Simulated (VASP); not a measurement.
# BiPt (P6_3/mmc) in VASP: a series of runs

Runs on BiPt. Level: LDA. Tasks: single point.

All numbers are computed with VASP 6.6.1; they aren't measurements. Logs are shortened: lines on timing, memory, paths and dates and some standing lists are left out, and cuts for length are marked.

**1. The crystal as given**

It takes space group P6_3/mmc (No. 194, hexagonal). The conventional cell has a = 4.328 Å, b = 4.328 Å, c = 5.453 Å, α = 90.00°, β = 90.00°, γ = 120.00°. Bi (site symmetry -6m2) is surrounded by 6 Pt at 2.85 Å. Pt (site symmetry -3m) has 2 Pt at 2.73 Å and 6 Bi at 2.85 Å as nearest neighbours.

**2. Single point, LDA**

File INCAR:

```
SYSTEM = BiPt
ALGO = Fast
EDIFF = 1E-6
ENCUT = 520
GGA = CA
ISIF = 2
ISMEAR = 0
LASPH = .TRUE.
LCHARG = .FALSE.
LREAL = .FALSE.
LWAVE = .FALSE.
NBANDS = 33
NELM = 100
PREC = Accurate
SIGMA = 0.15
```

File KPOINTS:

```
k-points
0
G
  12 12 10
  0 0 0
```

File POSCAR:

```
BiPt
1.0
    4.3279022316      0.0000000000      0.0000000000
   -2.1639511158      3.7480732777      0.0000000000
    0.0000000000      0.0000000000      5.4530211632
Bi Pt
2 2
Direct
    0.3333333333      0.6666666667      0.2500000000
    0.6666666667      0.3333333333      0.7500000000
    0.0000000000      0.0000000000      0.0000000000
    0.0000000000      0.0000000000      0.5000000000
```

Potentials or basis: VASP PAW LDA potentials, release 64 (Bi_d, Pt).

On the command line:

```bash
$ cat potpaw_LDA.64/Bi_d/POTCAR potpaw_LDA.64/Pt/POTCAR > POTCAR
$ mpirun -np 1 vasp_std > vasp.out
```

OUTCAR:

```text
SYSTEM = BiPt
   EDIFF = 1E-6
   ENCUT = 520
   GGA = CA
   ISIF = 2
   ISMEAR = 0
   LASPH = .TRUE.
   LREAL = .FALSE.
   NELM = 100
   PREC = Accurate

 ion  position               nearest neighbor table
   1  0.333  0.667  0.250-   3 2.85   4 2.85   3 2.85   4 2.85   3 2.85   4 2.85   2 3.70   2 3.70
                             2 3.70   2 3.70   2 3.70   2 3.70
   2  0.667  0.333  0.750-   3 2.85   4 2.85   3 2.85   4 2.85   3 2.85   4 2.85   1 3.70   1 3.70
                             1 3.70   1 3.70   1 3.70   1 3.70
   3  0.000  0.000  0.000-   4 2.73   4 2.73   1 2.85   2 2.85   2 2.85   1 2.85   2 2.85   1 2.85

   4  0.000  0.000  0.500-   3 2.73   3 2.73   1 2.85   2 2.85   2 2.85   1 2.85   2 2.85   1 2.85

  LATTYP: Found a hexagonal cell.
 ALAT       =     4.3279022316
 C/A-ratio  =     1.2599686572

  Lattice vectors:

 A1 = (   4.3279022316,   0.0000000000,   0.0000000000)
 A2 = (  -2.1639511158,   3.7480732777,   0.0000000000)
 A3 = (   0.0000000000,   0.0000000000,   5.4530211632)

Analysis of symmetry for initial positions (statically):
=====================================================================
 Subroutine PRICEL returns:
 Original cell was already a primitive cell.

 Routine SETGRP: Setting up the symmetry group for a
 hexagonal supercell.

 Subroutine GETGRP returns: Found 24 space group operations
 (whereof 12 operations were pure point group operations)
 out of a pool of 24 trial point group operations.

The static configuration has the point symmetry D_3d.
 The point group associated with its full space group is D_6h.

Analysis of symmetry for dynamics (positions and initial velocities):
=====================================================================
 Subroutine PRICEL returns:
 Original cell was already a primitive cell.

 Routine SETGRP: Setting up the symmetry group for a
 hexagonal supercell.

 Subroutine GETGRP returns: Found 24 space group operations
 (whereof 12 operations were pure point group operations)
 out of a pool of 24 trial point group operations.

The dynamic configuration has the point symmetry D_3d.
 The point group associated with its full space group is D_6h.

 Subroutine INISYM returns: Found 24 space group operations
 (whereof 12 operations are pure point group operations),
 and found     1 'primitive' translations

----------------------------------------------------------------------------------------

                                     Primitive cell

  volume of cell :      88.4551

  direct lattice vectors                    reciprocal lattice vectors
     4.327902232  0.000000000  0.000000000     0.231058824  0.133401874  0.000000000
    -2.163951116  3.748073278  0.000000000     0.000000000  0.266803748  0.000000000
     0.000000000  0.000000000  5.453021163     0.000000000  0.000000000  0.183384581

  length of vectors
     4.327902232  4.327902232  5.453021163     0.266803748  0.266803748  0.183384581

  position of ions in fractional coordinates (direct lattice)
     0.333333333  0.666666667  0.250000000
     0.666666667  0.333333333  0.750000000
     0.000000000  0.000000000  0.000000000
     0.000000000  0.000000000  0.500000000

  ion indices of the primitive-cell ions
   primitive index   ion index
                 1           1
                 2           2
                 3           3
                 4           4

----------------------------------------------------------------------------------------

 KPOINTS: k-points

Automatic generation of k-mesh.
 Grid dimensions read from file:
 generate k-points for:   12   12   10

 Generating k-lattice:

  Cartesian coordinates                     Fractional coordinates (reciprocal lattice)
     0.019254902  0.011116823  0.000000000     0.083333333  0.000000000  0.000000000
     0.000000000  0.022233646  0.000000000     0.000000000  0.083333333  0.000000000
     0.000000000  0.000000000  0.018338458     0.000000000  0.000000000  0.100000000

  Length of vectors
     0.022233646  0.022233646  0.018338458

  Shift w.r.t. Gamma in fractional coordinates (k-lattice)
     0.000000000  0.000000000  0.000000000

 Subroutine IBZKPT returns following result:
 ===========================================

 Found    114 irreducible k-points:

 Following reciprocal coordinates:
            Coordinates               Weight
  0.000000  0.000000  0.000000      1.000000
  0.083333 -0.000000  0.000000      6.000000
  0.166667  0.000000  0.000000      6.000000
  0.250000  0.000000  0.000000      6.000000
  0.333333  0.000000  0.000000      6.000000
  0.416667 -0.000000  0.000000      6.000000
[... 16 lines left out ...]
  0.250000  0.000000  0.100000     12.000000
  0.333333  0.000000  0.100000     12.000000
 [... further k-points ...]
   k-points           NKPTS =    114   k-points in BZ     NKDIM =    114   number of bands    NBANDS=     33
   number of dos      NEDOS =    301   number of ions     NIONS =      4
   total plane-waves  NPLWV =  43008
   dimension x,y,z NGX =    32 NGY =   32 NGZ =   42
   dimension x,y,z NGXF=    64 NGYF=   64 NGZF=   84
   ions per type =               2   2
   NGX,Y,Z   is equivalent  to a cutoff of  12.29, 12.29, 12.80 a.u.
   NGXF,Y,Z  is equivalent  to a cutoff of  24.58, 24.58, 25.61 a.u.
 SYSTEM =  BiPt
   PREC   = accura    normal or accurate (medium, high low for compatibility)
   ISTART =      0    job   : 0-new  1-cont  2-samecut
   ICHARG =      2    charge: 1-file 2-atom 10-const
   ISPIN  =      1    spin polarized calculation?
   LNONCOLLINEAR =      F non collinear calculations
   LSORBIT =      F    spin-orbit coupling
   LASPH  =      T    aspherical Exc in radial PAW
   ENCUT  =  520.0 eV  38.22 Ry    6.18 a.u.   8.05  8.05 10.14*2*pi/ulx,y,z
   NELM   =    100;   NELMIN=  2; NELMDL= -5     # of ELM steps
   EDIFF  = 0.1E-05   stopping-criterion for ELM
   LREAL  =      F    real-space projection
   EDIFFG = 0.1E-04   stopping-criterion for IOM
   NSW    =      0    number of steps for IOM
   IBRION =     -1    ionic relax: 0-MD 1-quasi-New 2-CG
   NFREE  =      0    steps in history (QN), initial steepest desc. (CG)
   ISIF   =      2    stress and relaxation
   ISYM   =      2    0-nonsym 1-usesym 2-fastsym
   POTIM  = 0.5000    time-step for ionic-motion
   TEBEG  =    0.0;   TEEND  =   0.0 temperature during run
   PSTRESS=    0.0 pullay stress
   NELECT =      50.0000    total number of electrons
   NUPDOWN=      -1.0000    fix difference up-down
   EMIN   =  10.00;   EMAX   =-10.00  energy-range for DOS
   EFERMI =   0.00;   METHOD = LEGACY
   ISMEAR =     0;   SIGMA  =   0.15  broadening in eV -4-tet -1-fermi 0-gaus
   EFERMI_NEDOS =   21; number of points for ismear=-14 and -15
   IALGO  =     68    algorithm
   IMIX   =      4    mixing-type and parameters
     AMIX     =   0.40;   BMIX     =  1.00
     AMIX_MAG =   1.60;   BMIX_MAG =  1.00
  volume/ion in A,a.u.               =      22.11       149.23
  Fermi-wavevector in a.u.,A,eV,Ry     =   1.353601  2.557935 24.929072  1.832235
  Thomas-Fermi vector in A             =   2.480843
   LORBIT       =      0    0 simple, 1 ext, 2 COOP (PROOUT), +10 PAW based schemes
   GGA     = CA    functional components
   LHFCALC =     F    Hartree Fock is set to
   AEXX    =    0.0000 exact exchange contribution
   IVDW    =     0    specifies the selected vdW correction
   LEPSILON=     F    determine dielectric tensor
   LRPA    =     F    only Hartree local field effects (RPA)
 non-spin polarized calculation
 RMM-DIIS sequential band-by-band and
 Gauss-broadening in eV      SIGMA  =   0.15
  energy-cutoff  :      520.00
  volume of cell :       88.46
 maximum number of plane-waves:      2402
   NGX = 17   NGY = 17   NGZ = 21

 number of electron      49.9999994 magnetization

 Free energy of the ion-electron system (eV)
  ---------------------------------------------------
  ext. energy  EPLUGINS =         0.00000000
  ---------------------------------------------------
  free energy    TOTEN  =       -25.22441047 eV

  energy without entropy =      -25.20307571  energy(sigma->0) =      -25.21374309

 E-fermi :   9.3095     XC(G=0): -11.7257

 val. band max:        9.3038768259   @ k =   0.5000   0.0000   0.4000
 cond. band min:       9.3100472386   @ k =   0.2500   0.0833   0.0000
 fundamental gap:      0.0061704126
 Fermi energy:         9.3095151006

 k-point     1 :       0.0000    0.0000    0.0000
  band No.  band energies     occupation
      1     -13.6521      2.00000
      2     -13.6521      2.00000
      3     -13.6048      2.00000
      4     -13.6048      2.00000
      5     -13.6040      2.00000
      6     -13.5941      2.00000
[... 25 lines left out ...]
     32      15.0401      0.00000
     33      17.0087      0.00000

 k-point     2 :       0.0833   -0.0000    0.0000
  band No.  band energies     occupation
      1     -13.6519      2.00000
      2     -13.6499      2.00000
      3     -13.6109      2.00000
      4     -13.6035      2.00000
      5     -13.5975      2.00000
      6     -13.5959      2.00000
[... 25 lines left out ...]
     32      15.3538      0.00000
     33      16.2025      0.00000

 k-point     3 :       0.1667    0.0000    0.0000
  band No.  band energies     occupation
      1     -13.6515      2.00000
      2     -13.6446      2.00000
      3     -13.6159      2.00000
      4     -13.6030      2.00000
      5     -13.5998      2.00000
      6     -13.5903      2.00000
[... 25 lines left out ...]
     32      15.5305      0.00000
     33      16.2490      0.00000

 k-point     4 :       0.2500    0.0000    0.0000
  band No.  band energies     occupation
      1     -13.6510      2.00000
      2     -13.6399      2.00000
      3     -13.6223      2.00000
      4     -13.6044      2.00000
      5     -13.5947      2.00000
      6     -13.5864      2.00000
[... 25 lines left out ...]
     32      15.8660      0.00000
     33      16.0782      0.00000

 k-point     5 :       0.3333    0.0000    0.0000
  band No.  band energies     occupation
      1     -13.6504      2.00000
      2     -13.6395      2.00000
      3     -13.6296      2.00000
      4     -13.6011      2.00000
      5     -13.5896      2.00000
      6     -13.5826      2.00000
[... 604 lines left out ...]
 k-point    22 :       0.1667    0.0000    0.1000
  band No.  band energies     occupation
      1     -13.6503      2.00000
      2     -13.6443      2.00000
      3     -13.6160      2.00000
      4     -13.6021      2.00000
      5     -13.6011      2.00000
      6     -13.5894      2.00000
[... 25 lines left out ...]
     32      15.7084      0.00000
     33      16.0912      0.00000

 k-point    23 :       0.2500    0.0000    0.1000
  band No.  band energies     occupation
      1     -13.6496      2.00000
      2     -13.6403      2.00000
      3     -13.6211      2.00000
      4     -13.6049      2.00000
      5     -13.5961      2.00000
      6     -13.5857      2.00000
[... 25 lines left out ...]
     32      16.0531      0.00000
     33      16.6088      0.00000

 k-point    24 :       0.3333    0.0000    0.1000
  band No.  band energies     occupation
      1     -13.6490      2.00000
      2     -13.6404      2.00000
      3     -13.6270      2.00000
      4     -13.6026      2.00000
      5     -13.5911      2.00000
      6     -13.5819      2.00000
[... 25 lines left out ...]
     32      15.8226      0.00000
     33      16.8101      0.00000

 [... further k-points ...]

------------------------ aborting loop because EDIFF is reached ----------------------------------------

  FORCE on cell =-STRESS in cart. coord.  units (eV):
  Direction    XX          YY          ZZ          XY          YZ          ZX
  --------------------------------------------------------------------------------------
  -------------------------------------------------------------------------------------
  Total        0.1897851      0.1897851      0.3681400     -0.0000000     -0.0000000      0.0000000
  in kB        3.4375575      3.4375575      6.6680809     -0.0000000     -0.0000000      0.0000000
  external PRESSURE =       4.5143986 kB  Pullay stress =       0.0000000 kB

 VOLUME and BASIS-vectors are now :
 -----------------------------------------------------------------------------
  energy-cutoff  :      520.00
  volume of cell :       88.46
      direct lattice vectors                 reciprocal lattice vectors
     4.327902232  0.000000000  0.000000000     0.231058824  0.133401874  0.000000000
    -2.163951116  3.748073278  0.000000000     0.000000000  0.266803748  0.000000000
     0.000000000  0.000000000  5.453021163     0.000000000  0.000000000  0.183384581

 POSITION                                       TOTAL-FORCE (eV/Angst)
 -----------------------------------------------------------------------------------
     -0.00000      2.49872      1.36326        -0.000000     -0.000000      0.000000
      2.16395      1.24936      4.08977         0.000000      0.000000      0.000000
      0.00000      0.00000      0.00000        -0.000000      0.000000      0.000000
      0.00000      0.00000      2.72651        -0.000000      0.000000      0.000000
 -----------------------------------------------------------------------------------
    total drift:                               -0.000000      0.000000      0.000000

  FREE ENERGIE OF THE ION-ELECTRON SYSTEM (eV)
  ---------------------------------------------------
  free  energy   TOTEN  =       -25.2244104737 eV

  energy  without entropy=      -25.2030757114  energy(sigma->0) =      -25.21374309
```

Run time: 1.8 min. Hardware: 1 thread of Intel Xeon 6975P-C (Granite Rapids), shared host; peak memory 0.38 GiB.

What came out:

```
Free energy            : -25.2244 eV
Pressure               : 0.5 GPa
Band gap on the k mesh : none (metal or under the smearing width)
```

Levels at points of the mesh, in eV from the Fermi level:
| k point | band 21 | band 22 | band 23 | band 24 | band 25 | band 26 | band 27 | band 28 | band 29 | band 30 |
| --- | --- | --- | --- | --- | --- | --- | --- | --- | --- | --- |
| (0.00, 0.00, 0.00) | -1.65 | -1.65 | 0.25 | 0.25 | 1.16 | 1.92 | 2.27 | 2.88 | 3.50 | 3.50 |
| (0.50, 0.00, 0.00) | -2.68 | -2.61 | -2.33 | -1.75 | -1.62 | -1.39 | 2.31 | 4.28 | 4.29 | 4.59 |
| (0.00, 0.00, 0.50) | -3.15 | -3.15 | -1.66 | -1.66 | 2.46 | 2.46 | 2.46 | 2.46 | 4.82 | 4.82 |
| (0.50, 0.00, 0.50) | -2.88 | -2.88 | -2.72 | -2.72 | 0.66 | 0.66 | 1.26 | 1.26 | 4.57 | 4.57 |

Caveat: spin-orbit coupling is left out, which moves the levels of the heavy elements.

**3. Single point, LDA**

File INCAR:

```
SYSTEM = BiPt
PREC = Accurate ; ENCUT = 520
EDIFF = 1E-6 ; ISMEAR = 0
SIGMA = 0.1 ; LREAL = .False.
LASPH = .True. ; NELM = 100
ALGO = Fast ; ISIF = 2
LWAVE = .False. ; LCHARG = .False.
GGA = CA ; NBANDS = 33
```

File KPOINTS:

```
Automatic mesh
0
Gamma
  6 6 4
  0 0 0
```

File POSCAR:

```
BiPt
1.0
    4.3150001657      0.0000000000      0.0000000000
   -2.1575000829      3.7368997608      0.0000000000
    0.0000000000      0.0000000000      5.4900000000
Bi Pt
2 2
Direct
    0.3333333333      0.6666666667      0.2500000000
    0.6666666667      0.3333333333      0.7500000000
    0.0000000000      0.0000000000      0.0000000000
    0.0000000000      0.0000000000      0.5000000000
```

Potentials or basis: VASP PAW LDA potentials, release 64 (Bi_d, Pt).

On the command line:

```bash
$ cat potpaw_LDA.64/Bi_d/POTCAR potpaw_LDA.64/Pt/POTCAR > POTCAR
$ mpirun -np 1 vasp_std > vasp.out
```

Wall time 22 s (1 thread of Intel Xeon 6975P-C (Granite Rapids), shared host); peak memory 0.2 GiB.

Results (log left out):

| Property | Result |
| --- | --- |
| Free energy | -25.2317 eV |
| Pressure | 0.2 GPa |
| Band gap on the k mesh | none (metal or under the smearing width) |

Stress tensor (GPa, compression positive):
```
0.29 0.00 0.00
0.00 0.29 0.00
0.00 0.00 0.15
```

Levels at points of the mesh, in eV from the Fermi level:
```tsv
k point	band 22	band 23	band 24	band 25	band 26	band 27	band 28	band 29
(0.00, 0.00, 0.00)	-1.62	0.34	0.34	1.16	2.03	2.38	2.92	3.61
(0.50, 0.00, 0.00)	-2.57	-2.27	-1.74	-1.59	-1.29	2.31	4.34	4.36
(0.00, 0.00, 0.50)	-3.07	-1.58	-1.58	2.55	2.55	2.55	2.55	4.94
(0.50, 0.00, 0.50)	-2.80	-2.65	-2.65	0.73	0.73	1.35	1.35	4.56
```

Caveat: spin-orbit coupling is left out, which moves the levels of the heavy elements.
